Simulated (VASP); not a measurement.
A run of VASP 6.6.1 is set up as follows.

File INCAR:

```
PREC = Accurate ; ENCUT = 520
EDIFF = 1E-6 ; ISMEAR = -1
SIGMA = 0.05 ; LREAL = Auto
LASPH = T ; NELM = 100
ALGO = Fast ; ISIF = 2
LWAVE = F ; LCHARG = F
GGA = PE ; IVDW = 12
NBANDS = 49
```

KPOINTS

```
Automatic mesh
0
Gamma
  1 1 1
```

Contents of POSCAR:

```
AgH12O6F
1.0
    6.0731780000      0.0000000000      0.0000000000
    0.0000000000      6.0731780000      0.0000000000
    0.0000000000      0.0000000000      6.0731780000
O H Ag F
6 12 1 1
Direct
    0.1919094089      0.4181171703      0.9734936141
    0.9304354327      0.7014943412      0.2519274093
    0.5147552072      0.3801469346      0.5232021851
    0.1899993710      0.0052526042      0.5074608385
    0.4239954765      0.8066781510      0.1725126449
    0.8565696576      0.2105158123      0.7536746000
    0.2948867957      0.4617845879      0.8586114222
    0.1543508193      0.5621109739      1.0483802714
    0.8549560049      0.7770890298      0.1293886002
    0.8458339275      0.5766173822      0.2961546656
    0.6372446189      0.3101341670      0.6143735619
    0.3935007339      0.2654294012      0.5076090311
    0.0934930608      0.0832677718      0.6153121150
    0.0992231744     -0.0892119414      0.4157296229
    0.3568806974      0.9535205456      0.1496580538
    0.5445254527      0.8126058548      0.0557039494
    0.9547060863      0.3012755431      0.8427548147
    0.8186158878      0.0721697931      0.8324471965
    0.5080042113      0.7504143630      0.5408371037
    0.7304742262      0.8272439899      0.8977507328
```

Potentials or basis: VASP PAW PBE potentials, release 64 (O, H, Ag, F).

Run with:

```sh
$ cat potpaw_PBE.64/O/POTCAR potpaw_PBE.64/H/POTCAR potpaw_PBE.64/Ag/POTCAR potpaw_PBE.64/F/POTCAR > POTCAR
$ mpirun -np 1 vasp_gam > vasp.out
```

(1) What does it give for the band gap on the k mesh?

(2) What does it give for the dispersion energy per atom?

(3) Estimate the largest force.

Answers

(1) 2.83 eV, direct.

(2) -0.045 eV.

(3) 1.625 eV/Å.
